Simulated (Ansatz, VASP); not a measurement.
# Zn4SO3: VASP beside Ansatz

INCAR

```
PREC     = Accurate       # precision mode
ENCUT    = 600            # plane-wave cutoff, eV
EDIFF    = 1E-7           # SCF threshold, eV
ISMEAR   = 0              # smearing method
SIGMA    = 0.02           # smearing width, eV
LREAL    = F              # projectors in reciprocal space
LASPH    = T              # aspherical terms in the spheres
NELM     = 100            # most SCF steps
ALGO     = Normal         # electronic algorithm
ISIF     = 3              # what is computed and relaxed
LWAVE    = F              # write WAVECAR
LCHARG   = F              # write CHGCAR
GGA      = PE             # functional
IBRION   = 2              # ionic algorithm
NSW      = 100            # ionic steps
EDIFFG   = -0.01          # ionic threshold
```

KPOINTS

```
Automatic mesh
0
Gamma
  8 8 8
```

The input POSCAR:

```
Zn4SO3
1.0
    4.8207754706      0.0000000000      0.0000000000
    0.0000000000      4.8207754706      0.0000000000
    0.0000000000      0.0000000000      4.8207754706
Zn S O
4 1 3
Direct
    0.7706067502      0.7706067502      0.7706067502
    0.7706067502      0.2293932498      0.2293932498
    0.2293932498      0.7706067502      0.2293932498
    0.2293932498      0.2293932498      0.7706067502
    0.5000000000      0.5000000000      0.5000000000
    0.0000000000      0.0000000000      0.5000000000
    0.0000000000      0.5000000000      0.0000000000
    0.5000000000      0.0000000000      0.0000000000
```

Input for Ansatz:

```yaml
crystal:
  lattice:
    - [4.8207754706, 0.0, 0.0]
    - [0.0, 4.8207754706, 0.0]
    - [0.0, 0.0, 4.8207754706]
  atoms:
    - { symbol: Zn, position: [0.7706067502, 0.7706067502, 0.7706067502] }
    - { symbol: Zn, position: [0.7706067502, 0.2293932498, 0.2293932498] }
    - { symbol: Zn, position: [0.2293932498, 0.7706067502, 0.2293932498] }
    - { symbol: Zn, position: [0.2293932498, 0.2293932498, 0.7706067502] }
    - { symbol: S, position: [0.5, 0.5, 0.5] }
    - { symbol: O, position: [0.0, 0.0, 0.5] }
    - { symbol: O, position: [0.0, 0.5, 0.0] }
    - { symbol: O, position: [0.5, 0.0, 0.0] }
basis:
  ecutwfc: 420
kpoints:
  mp_grid: { grid: [8, 8, 8] }
hamiltonian:
  xc: pbe
scf:
  occupations: { method: gaussian, width: 0.02 }
output:
  forces: true
  stress: true
  eigenvalues: true
  write_density: true
  write_potential: true
  elf: true
  volumetric_format: npy
relax:
  adjacent_minimum: "off"
  f_tol: 0.01
  max_steps: 80
  cell: { stress_tol: 0.05 }
```

Alike in both runs: task relaxation of cell and atoms; functional PBE; k mesh 8 × 8 × 8; occupations gaussian, width 0.02 eV; no spin polarisation.

```csv
,VASP,Ansatz
version,VASP 6.6.1,Ansatz 0.2.0
potentials or method,"VASP PAW PBE potentials, release 64 (Zn, S, O)","scalar-relativistic, plane waves, PAW"
plane-wave cutoff (eV),600,420
valence electrons in the cell,72,72
```

VASP gave:

| Property | Result |
| --- | --- |
| gap on the k mesh at the Fermi level, each at its own relaxed structure (eV) | 0.42 |
| relaxed volume (Å³/atom) | 14.06 |
| relaxed cell length with the largest relative difference (Å) | 4.828 |

**Question.** What did Ansatz give for the same quantities?

**Answer.** gap on the k mesh at the Fermi level, each at its own relaxed structure (eV): 0.43; relaxed volume (Å³/atom): 14.00; relaxed cell length with the largest relative difference (Å): 4.821.
